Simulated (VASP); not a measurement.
Method: PBE GGA, VASP's PBE PAW potentials (set 64) (plane waves; VASP 6.6.1).

The input files of a VASP run:

### POSCAR
```
MgO
1
    0.0000000000     2.1050000000     2.1050000000
    2.1050000000     0.0000000000     2.1050000000
    2.1050000000     2.1050000000     0.0000000000
Mg O
1 1
Direct
  0.0000000000   0.0000000000   0.0000000000
  0.5000000000   0.5000000000   0.5000000000
```

KPOINTS:
```
Automatic mesh
0
Gamma
10 10 10
0 0 0
```

**INCAR**
```
# general
SYSTEM  =  MgO
PREC    =  Accurate
ENCUT   =  520   # plane-wave cut-off (eV)
LREAL   =  .False.   # projection in real space or not
LASPH   =  .True.   # aspherical one-centre terms

# electronic loop
EDIFF   =  1E-6   # SCF stop (eV)
NELM    =  100   # most electronic steps
ALGO    =  Normal   # blocked Davidson

# smearing
ISMEAR  =  0   # Gaussian
SIGMA   =  0.05   # width (eV)

# functional
GGA     =  PE   # PBE

# ions
ISIF    =  2

# output
LWAVE   =  .False.
LCHARG  =  .False.
```

POTCAR, in this order: Mg O (PBE.64 set). Program: vasp_std.

### Question
What will the output report for the number of irreducible k-points (NKPTS), number of bands (NBANDS), largest plane-wave count, number of space-group operations, FFT grid (NGX, NGY, NGZ)?

### Answer

```yaml
number of irreducible k-points (NKPTS): 47
number of bands (NBANDS): 8
largest_plane_wave_count: 531
number_of_space_group_operations: 48
FFT grid (NGX, NGY, NGZ): 24 × 24 × 24
```

The compound is MgO in the rock salt structure. The cell was not relaxed at this level.
